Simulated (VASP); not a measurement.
```yaml
crystal:
  lattice:
    - [1.85093, -3.20591, 0.00000]
    - [1.85093, 3.20591, 0.00000]
    - [0.00000, 0.00000, 6.63756]
  atoms:
    - { symbol: Sn, position: [0.00000, 0.00000, 0.00000] }
    - { symbol: S, position: [0.33333, 0.66667, 0.22272] }
    - { symbol: S, position: [0.66667, 0.33333, 0.77728] }
```

Level of theory: modified Becke-Johnson potential (mBJ), VASP's PBE PAW potentials (set 64) (plane waves; VASP). Numerical set-up: 520 eV cut-off, 6×6×4 Γ-centred mesh, Gaussian smearing of 0.050 eV, potentials Sn_d S.

mBJ is a potential without an energy functional, so only the levels count. Without a dispersion term in the relaxation, distances and binding between the weakly bound layers, chains or molecules are unreliable, and so is what depends on them. Unless said otherwise, spin-orbit coupling is left out, though it shifts the bands of the heavy elements here.

Task: What does the run give for the band gap (over mesh and band path) with the smallest direct gap where there is one?

Result: 
| Item | Value |
|---|---|
| band gap (over mesh and band path) | 2.40 eV |
| smallest direct gap (over mesh and band path) | 2.62 eV |

Total energies compare only between runs with the same potentials, cut-off and functional.

The compound is SnS2 in the 1T layered structure. It was relaxed first, which changed the volume by +16 %. The cell's shape comes from a PBE relaxation.
